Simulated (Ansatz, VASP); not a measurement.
# Cross-check of Mg (Magnesium) between VASP and Ansatz

Aim: how closely do two programs agree when they are given the same cell, functional and k mesh? The cell is taken from a series of runs on this material, whose earlier steps may have relaxed, scaled, displaced or heated it; both programs get it as it stands.

Program: Ansatz 0.2.0. Level of theory: plane waves, with VASP 6.6.1 beside it; zone-centre phonons at LDA. Results are calculated unless marked as measured.

### Step 1. The starting structure

Symmetry: P6_3/mmc, No. 194, hexagonal system. The conventional cell has a = 3.212 Å, b = 3.212 Å, c = 4.989 Å, α = 90.00°, β = 90.00°, γ = 120.00°. Nearest to Mg lie 12 Mg at 3.11 to 3.21 Å.

### Step 2. VASP: zone-centre phonons, LDA, pair 1

Second derivatives magnify differences that forces hide, and they need a tight electronic threshold.

Lines of VASP's logs that name or quote its potential files are left out, and so is its time.

Input file INCAR:

```
SYSTEM = Mg
PREC = Accurate
ENCUT = 600
EDIFF = 1E-08
NELM = 120
ISMEAR = 1
SIGMA = 0.2
LREAL = .FALSE.
ALGO = Normal
GGA = CA
NBANDS = 8
LORBIT = 11
LWAVE = .FALSE.
LCHARG = .FALSE.
ISIF = 2
IBRION = 8
LASPH = .TRUE.
GGA_COMPAT = .FALSE.
KPAR = 2
```

Input file POSCAR:

```
Mg
1.0
    3.2116584648      0.0000000000      0.0000000000
   -1.6058292324      2.7813778188      0.0000000000
    0.0000000000      0.0000000000      4.9886240487
Mg
2
Direct
    0.3333333333      0.6666666667      0.2500000000
    0.6666666667      0.3333333333      0.7500000000
```

Input file KPOINTS:

```
Automatic mesh
0
Gamma
15 15 8
0 0 0
```

The projector-augmented-wave data sets are Mg (LDA family, release 64).

Started as:

```
$ mpirun -np 2 vasp_std
```

Numbers of over 12 decimals in the logs are rounded to 6 here.

The program printed:

```text
[banner, memory and clock lines left out]
running    2 mpi-ranks, on    1 nodes
 distrk:  each k-point on    1 cores,    2 groups
 distr:  one band on    1 cores,    1 groups

 POSCAR found type information on POSCAR Mg
 POSCAR found :  1 types and       2 ions
 LDA part: xc-table for (Slater(with rela. corr.)+CA(PZ))
 , standard interpolation
 POSCAR, INCAR and KPOINTS ok, starting setup
 FFT: planning ... GRIDC
 FFT: planning ... GRID_SOFT
 FFT: planning ... GRID
 WAVECAR not read
 entering main loop
       N       E                     dE             d eps       ncg     rms          rms(c)
DAV:   1    -0.106288370747E+01   -0.10629E+01   -0.14601E+03  2160   0.401E+02
DAV:   2    -0.361286464220E+01   -0.25500E+01   -0.24685E+01  2928   0.230E+01
DAV:   3    -0.363012640987E+01   -0.17262E-01   -0.17306E-01  2928   0.224E+00
DAV:   4    -0.363017331519E+01   -0.46905E-04   -0.46906E-04  3032   0.890E-02
DAV:   5    -0.363017335219E+01   -0.37000E-07   -0.36682E-07  2984   0.219E-03    0.945E-01
DAV:   6    -0.361866905369E+01    0.11504E-01   -0.63007E-04  2640   0.158E-01    0.601E-01
DAV:   7    -0.360947670835E+01    0.91923E-02   -0.22028E-03  2328   0.289E-01    0.305E-02
DAV:   8    -0.360946987142E+01    0.68369E-05   -0.14129E-05  3440   0.218E-02    0.676E-03
DAV:   9    -0.360946880445E+01    0.10670E-05   -0.66527E-07  2544   0.415E-03    0.609E-04
DAV:  10    -0.360946879692E+01    0.75264E-08   -0.23944E-09  3264   0.347E-04
   1 F= -.36094688E+01 E0= -.36089864E+01  d E =-.144719E-02
 Linear response reoptimize wavefunctions to high precision
DAV:   1    -0.360946879724E+01   -0.31952E-09   -0.83610E-11  2368   0.719E-05
DAV:   2    -0.360946879724E+01   -0.85265E-13   -0.91548E-13  1648   0.468E-06
 Linear response DOF=           2
 Linear response progress:
  Degree of freedom:   1/  2
       N       E                     dE             d eps       ncg     rms          rms(c)
RMM:   1    -0.136066383499E-02   -0.13607E-02   -0.91196E-04 16128   0.176E-01
RMM:   2    -0.136601796635E-02   -0.53541E-05   -0.44125E-06 14002   0.127E-02    0.209E-02
RMM:   3    -0.134850027391E-02    0.17518E-04   -0.23290E-07 14359   0.370E-03    0.132E-02
RMM:   4    -0.134044565094E-02    0.80546E-05   -0.49950E-07 13455   0.575E-03    0.648E-04
RMM:   5    -0.134091217157E-02   -0.46652E-06   -0.12742E-08 14823   0.618E-04    0.100E-04
RMM:   6    -0.134098577657E-02   -0.73605E-07   -0.14565E-10 14843   0.629E-05    0.157E-05
RMM:   7    -0.134102345103E-02   -0.37674E-07   -0.47188E-11 15543   0.122E-05    0.217E-06
RMM:   8    -0.134102193255E-02    0.15185E-08   -0.63867E-11 13533   0.310E-06    0.355E-07
 first order change of Fermi-energy  -0.33802E-07
 force on displaced ion       1 direction 1 :  -0.819   0.000   0.000
 Linear response progress:
  Degree of freedom:   2/  2
       N       E                     dE             d eps       ncg     rms          rms(c)
RMM:   1    -0.130830338632E-01   -0.13083E-01   -0.72899E-02  6871   0.303E-01
RMM:   2    -0.406473710372E-02    0.90183E-02   -0.97476E-04  4745   0.391E-02    0.307E-02
RMM:   3    -0.396249157157E-02    0.10225E-03   -0.27980E-05  4752   0.126E-02    0.140E-02
RMM:   4    -0.399653522597E-02   -0.34044E-04   -0.10320E-05  4805   0.682E-03    0.516E-03
RMM:   5    -0.399682528413E-02   -0.29006E-06   -0.29606E-06  4893   0.267E-03    0.239E-04
RMM:   6    -0.399689375032E-02   -0.68466E-07    0.90926E-07  4994   0.279E-04    0.137E-04
RMM:   7    -0.399707695670E-02   -0.18321E-06    0.78120E-08  5061   0.805E-05    0.659E-06
RMM:   8    -0.399711496099E-02   -0.38004E-07    0.12212E-07  5180   0.113E-05    0.217E-06
RMM:   9    -0.399711633179E-02   -0.13708E-08   -0.17348E-08  4843   0.331E-06    0.592E-07
 first order change of Fermi-energy  -0.79306E-06
 force on displaced ion       1 direction 3 :  -0.000  -0.000  -2.994
 Linear response finished
```

OUTCAR, selected parts (step 2):

```text
ion  position               nearest neighbor table
   1  0.333  0.667  0.250-   2 3.11   2 3.11   2 3.11   2 3.11   2 3.11   2 3.11
   2  0.667  0.333  0.750-   1 3.11   1 3.11   1 3.11   1 3.11   1 3.11   1 3.11

  LATTYP: Found a hexagonal cell.
 ALAT       =     3.2116584648
 C/A-ratio  =     1.5532859746

 Subroutine GETGRP returns: Found 24 space group operations
 (whereof 12 operations were pure point group operations)

The static configuration has the point symmetry D_3d.
 The point group associated with its full space group is D_6h.

 Found    135 irreducible k-points:

   k-points           NKPTS =    135   k-points in BZ     NKDIM =    135   number of bands    NBANDS=      8

   dimension x,y,z NGX =    28 NGY =   28 NGZ =   40
   dimension x,y,z NGXF=    56 NGYF=   56 NGZF=   80

   ENCUT  =  600.0 eV  44.10 Ry    6.64 a.u.   6.41  6.41  9.96*2*pi/ulx,y,z

   NELECT =       4.0000    total number of electrons

 k-points in reciprocal lattice and weights: Automatic mesh
   0.00000000  0.00000000  0.00000000       0.001
   0.06666667 -0.00000000  0.00000000       0.003
   0.13333333 -0.00000000  0.00000000       0.003
   0.20000000 -0.00000000  0.00000000       0.003
   0.26666667 -0.00000000  0.00000000       0.003
   0.33333333  0.00000000  0.00000000       0.003
   0.40000000 -0.00000000  0.00000000       0.003
   0.46666667 -0.00000000  0.00000000       0.003
   0.06666667  0.06666667  0.00000000       0.003
[...]
0.33333333  0.26666667  0.50000000       0.007
   0.33333333  0.33333333  0.50000000       0.001

 average (electrostatic) potential at core
       1 -39.1735       2 -39.1735

  Total       -0.5474679     -0.5474679     -0.0867987      0.0000000      0.0000000      0.0000000
  in kB      -19.6833544    -19.6833544     -3.1207136      0.0000000      0.0000000      0.0000000
  external PRESSURE =     -14.1624742 kB  Pullay stress =       0.0000000 kB

  energy-cutoff  :      600.00
  volume of cell :       44.56
      direct lattice vectors                 reciprocal lattice vectors
     3.211658465  0.000000000  0.000000000     0.311365611  0.179767019  0.000000000
    -1.605829232  2.781377819  0.000000000     0.000000000  0.359534039  0.000000000
     0.000000000  0.000000000  4.988624049     0.000000000  0.000000000  0.200456076

 POSITION                                       TOTAL-FORCE (eV/Angst)
 -----------------------------------------------------------------------------------
     -0.00000      1.85425      1.24716         0.000000     -0.000000      0.000000
      1.60583      0.92713      3.74147        -0.000000      0.000000      0.000000
 -----------------------------------------------------------------------------------
    total drift:                                0.000000     -0.000000      0.000000

 Eigenvectors and eigenvalues of the dynamical matrix
 ----------------------------------------------------

   1 f  =    7.760268 THz    48.759204 2PiTHz  258.854686 cm-1    32.093876 meV
             X         Y         Z           dx          dy          dz
     -0.000000  1.854252  1.247156     0.000000    0.000000    0.707107
      1.605829  0.927126  3.741468     0.000000    0.000000   -0.707107

   2 f  =    4.057694 THz    25.495243 2PiTHz  135.350102 cm-1    16.781266 meV
             X         Y         Z           dx          dy          dz
     -0.000000  1.854252  1.247156     0.000032   -0.707107    0.000000
      1.605829  0.927126  3.741468    -0.000032    0.707107    0.000000

   3 f  =    4.057694 THz    25.495243 2PiTHz  135.350102 cm-1    16.781266 meV
             X         Y         Z           dx          dy          dz
     -0.000000  1.854252  1.247156     0.707107    0.000032   -0.000000
      1.605829  0.927126  3.741468    -0.707107   -0.000032    0.000000

   4 f  =    0.000000 THz     0.000000 2PiTHz    0.000002 cm-1     0.000000 meV
             X         Y         Z           dx          dy          dz
     -0.000000  1.854252  1.247156     0.262552    0.656556   -0.000000
      1.605829  0.927126  3.741468     0.262552    0.656556    0.000000

   5 f  =    0.000000 THz     0.000000 2PiTHz    0.000000 cm-1     0.000000 meV
             X         Y         Z           dx          dy          dz
     -0.000000  1.854252  1.247156     0.000000    0.000000    0.707107
      1.605829  0.927126  3.741468     0.000000    0.000000    0.707107

   6 f/i=    0.000000 THz     0.000000 2PiTHz    0.000001 cm-1     0.000000 meV
             X         Y         Z           dx          dy          dz
     -0.000000  1.854252  1.247156    -0.656556    0.262552   -0.000000
      1.605829  0.927126  3.741468    -0.656556    0.262552    0.000000

 ELASTIC MODULI CONTR FROM IONIC RELAXATION (kBar)
 Direction    XX          YY          ZZ          XY          YZ          ZX
 --------------------------------------------------------------------------------
 XX         -30.1582     30.1582      0.0000     -0.0000     -0.0000      0.0000
 YY          30.1582    -30.1582     -0.0000      0.0000      0.0000      0.0000
 ZZ           0.0000     -0.0000     -0.0000      0.0000      0.0000      0.0000
 XY          -0.0000      0.0000      0.0000    -30.1582     -0.0000      0.0000
 YZ          -0.0000      0.0000      0.0000     -0.0000     -0.0000      0.0000
 ZX           0.0000      0.0000      0.0000      0.0000      0.0000      0.0000
 --------------------------------------------------------------------------------
```

### Step 3. Ansatz: zone-centre phonons, LDA, pair 1

Ansatz runs on its PAW soft_1 files.

The same cell, functional (in two slightly different forms), mesh and smearing now go to Ansatz, which takes its cutoff from its data sets.

Input file input.yaml:

```yaml
crystal:
  lattice:
    - [3.2116584648, 0.0, 0.0]
    - [-1.6058292324, 2.7813778188, 0.0]
    - [0.0, 0.0, 4.9886240487]
  atoms:
    - { symbol: Mg, position: [0.3333333333, 0.6666666667, 0.25] }
    - { symbol: Mg, position: [0.6666666667, 0.3333333333, 0.75] }
kpoints:
  mp_grid: { grid: [15, 15, 8] }
hamiltonian:
  xc: lda
  pseudopotentials: { kind: paw, azcp: { folder: soft_1 }, xc_functional: pbe }
scf:
  occupations: { method: methfessel_paxton, width: 0.2 }
output:
  eigenvalues: true
phonons:
  method: dfpt
```

Started as:

```
$ ansatz run input.yaml --threads 4 --pin off --max-ram 10240MiB --backend cpu --events-out ev --progress --plain --runs-dir out
```

The program printed:

```text
zone centre: on kpoints.mp_grid the ground state, and the responses unless they are solved on pairs of k-points, stand on 320 of the mesh's 1800 k-points, reduced under 4 symmetry operations, with k and −k counted as one. Each operation leaves every solved displacement unchanged or reverses it
Engine: ansatz 0.2.0, x86_64-unknown-linux-gnu
Pseudopotentials: kind: paw
Pseudopotential: Mg, paw, valence charge 10, recommended cutoff 420 eV (normal), soft_1/Mg.paw.azcp
Functional definition: SPW92
  exchange = slater_x
  correlation = pw_c
Crystal: 2 atoms, lattice volume = 44.563 Å³
Basis set: ecut = 420 eV, 881 PW (Γ), exchange–correlation on 48×48×72 points (8 copies of the dense FFT grid, shifted against one another)
Bands: 14, of which v1, the nominal top of the filled ones, is band 10 counted from 1 (9 counted from 0)
Symmetry: 24 space group operations
k-points: 320 of 1800 (irreducible under 4 space group operations, time reversal used)
Non-local potential: Mg, projectors of the file, l = 0: 3, l = 1: 2, l = 2: 1
PAW form: soft (Blöchl's): semilocal exchange-correlation on the pseudo side does not see the compensation charge
PAW frozen core: Mg, regenerated for the run's functional, and the local potential with it (the file was generated under x = pbe(κ = 0.804, μ = 0.219515), c = pbe(β = 0.066725))
PAW one-centre angular grid: Mg, 110 points (default); XC on 64 Gauss nodes
Initial density: superposition of atomic densities (chi_scale 0.1, normalization cell)
Initial wavefunctions: pseudopotential atomic-orbital guess
Functional: x = slater, c = lda
SCF iter   1: F=—  HF=-3803.247509 eV  |F-HF|=—  |Δ(HF+E_count)|=         —  Δρ=1.47e-2  dr2=1.09e-1  ethr=3.10e-3  ⟨swp⟩=5.0  Hψ=22480  notcnv=0
preconditioner: auto → none  [metal: Δε(μ)=0.084 eV  Ē_g=6.981 eV  σ=0.200 eV  W_gap=0.33  n_scr=8 (ndim 8)  ℏωp=11.1 eV  f_vac=0.000  D(μ)=0.86/eV (n_scr^D=2)  sad-step TF]
SCF iter   2: F=—  HF=-3803.219166 eV  |F-HF|=—  |Δ(HF+E_count)|=   2.83e-2  S|Δr|=    0.00e0  Δρ=9.33e-3  dr2=5.06e-2  ethr=5.45e-4  ⟨swp⟩=1.0  Hψ=7046  notcnv=0
SCF iter   3: F=—  HF=-3803.199482 eV  |F-HF|=—  |Δ(HF+E_count)|=   1.97e-2  S|Δr|=    0.00e0  Δρ=9.12e-4  dr2=4.85e-4  ethr=2.53e-4  ⟨swp⟩=2.3  Hψ=6765  notcnv=0
SCF iter   4: F=—  HF=-3803.199470 eV  |F-HF|=—  |Δ(HF+E_count)|=   1.19e-5  S|Δr|=    0.00e0  Δρ=1.38e-4  dr2=2.19e-6  ethr=2.42e-6  ⟨swp⟩=3.0  Hψ=7734  notcnv=0
SCF iter   5: F=—  HF=-3803.199476 eV  |F-HF|=—  |Δ(HF+E_count)|=   6.17e-6  S|Δr|=    0.00e0  Δρ=3.11e-6  dr2=2.27e-9  ethr=1.10e-8  ⟨swp⟩=2.0  Hψ=7158  notcnv=0
SCF iter   6: F=—  HF=-3803.199476 eV  |F-HF|=—  |Δ(HF+E_count)|=   8.25e-9  S|Δr|=    0.00e0  Δρ=2.31e-7  dr2=1.26e-11  ethr=1.14e-11  ⟨swp⟩=2.6  Hψ=8004  notcnv=0
SCF iter   7: F=-3803.199476 eV  HF=-3803.199476 eV  |F-HF|=4.55e-13  |Δ(HF+E_count)|=  2.73e-12  S|Δr|=    0.00e0  Δρ=5.12e-9  dr2=7.22e-15  ethr=1.00e-12  ⟨swp⟩=6.1  Hψ=21171  notcnv=0
SCF 1 converged in 7 iterations: F = -3803.199476 eV  dr2 = 7.22e-15
  greatest PAW one-centre occupation: 1.000 electrons in one spin orbital (limit 2), on the Mg atom at site 1 (counted from 0), in its partial waves of l = 1
DFPT response loops at Γ: preconditioner auto → Kerker (q_TF=auto, 2.387 Å⁻¹) (partly filled bands, converged f_vac=0.000); β = 1.00, the filter's whole step (`scf.mixing.beta` (0.50) is not read by the response loops under this deck's `scf.mixing.preconditioner`; to damp them name `kerker` or `kerker_dos`, under which they read `scf.mixing.beta`, and type it under 1.00, their step now; both keys bind the ground state too); Broyden in place of MSR1
SCF converged after 7 iterations
Stability not checked: this state was not tested for a lower state beside it, because cold or Methfessel-Paxton smearing, or corrected tetrahedra, fill the levels in a way that the test cannot read (fill_not_monotonic; see scf.lower_state_search)
Free energy (F): -3803.199476 eV
Harris-Foulkes:  -3803.199476 eV  (|F-HF|=4.55e-13)
Internal energy: -3803.198000 eV  (E = F + TS)
E sigma→0 (E₀):  -3803.199107 eV
Entropy (-TS):   -0.001476 eV (-0.738 meV/atom)
Fermi energy:    5.643365 eV
--- Per-component energies (eV) ---
  E_band       = -711.787636
  E_kinetic    = 139.424230
  E_local      = -3404.619525  (includes V_loc(G=0)·N_el)
  E_nonlocal   = 392.118255
  E_hartree    = 1158.921883
  E_xc         = -51.748032
  E_vxc        = -67.221763  (∫ρ·V_xc dr)
  E_paw        = -560.164101  (= ΣΔE_a)
  E_vpaw       = -89.332333  (= ΣTr[D̂ρ^β])
  E_aug_tail   = -0.000269  (compensation charges beyond the density's cutoff)
  E_ewald      = -1477.431401
  E_core_change = 0.300959  (= ΣΔE_core)
  E_smearing   = -0.001476  (= −TS)
  E_closure    = 0.000000  (closes the sum)
  Σ components = -3803.199476   (vs F -3803.199476, Δ=0.00e0)
--- Band table (eV; the first three rows and the last of 320) ---
  k-point 0: bands = [... 6 lower, -37.0482, -37.0452, -1.3844, 4.2122, 4.8075, 16.2410, 16.2410, 16.2502]
  k-point 1: bands = [... 6 lower, -37.0484, -37.0468, -1.2895, 3.1304, 6.0497, 16.3069, 16.3069, 16.3264]
  k-point 2: bands = [... 6 lower, -37.0492, -37.0492, -1.0053, 1.9625, 7.6990, 15.6024, 16.5000, 16.5000]
  k-point 319: bands = [... 6 lower, -37.0534, -37.0534, 3.2128, 3.2128, 8.0336, 8.0336, 9.4628, 9.4628]
--- Phonons (Γ-DFPT): 2 representative perturbations + reference, on 320 of 1800 k-points (Σ response iterations 6) ---
  k mesh reduced under 4 symmetry operations, with k and −k counted as one. Each operation leaves every solved displacement unchanged or reverses it
  ASR residual: 3.676e-6 → 0.000e0 eV/Å²; symmetrization residual: 2.608e-13 eV/Å²
  ASR residual per site (eV/Å²): 3.68e-6 3.68e-6
  Γ frequencies (cm⁻¹): 0.00 0.00 0.00 134.94 134.94 258.10
  non-analytic LO–TO correction: not included (Born effective charges unavailable; polar crystals: no LO–TO splitting at Γ)
```

### Step 4. Comparison

Known differences besides the potentials themselves: the two LDA forms differ slightly; the data sets hold 20 valence electrons in Ansatz (on its PAW soft_1 files) and 4 in VASP; the cutoff is 420 eV in Ansatz and 600 eV in VASP; VASP's log shows a relativistic correction to its local exchange, Ansatz's none. Total energies have different zeros and are not compared.

Compared:

| quantity | Ansatz | VASP | difference |
| --- | --- | --- | --- |
| optical mode 1 to 2 (cm⁻¹) | 134.9 | 135.4 | -0.30 % |
| optical mode 3 (cm⁻¹) | 258.1 | 258.9 | -0.29 % |

Modes are paired by rising frequency, not by their patterns, so a pair may set unlike modes beside each other; they are those without the splitting of longitudinal modes.

[end of part 1 of 2]

[Lines on the potential files, build, host, timing and source positions are cut from VASP's logs without a mark.]

[Logs are printed without paths, hosts, clocks, repeated set-up lines and the standing remarks that a program may print on its own settings, such as how far it seeks lower states.]

[Hosts, paths, dates, database ids (printed as entryN), source tags and the programs' standing remarks are cut or masked in the printed files.]
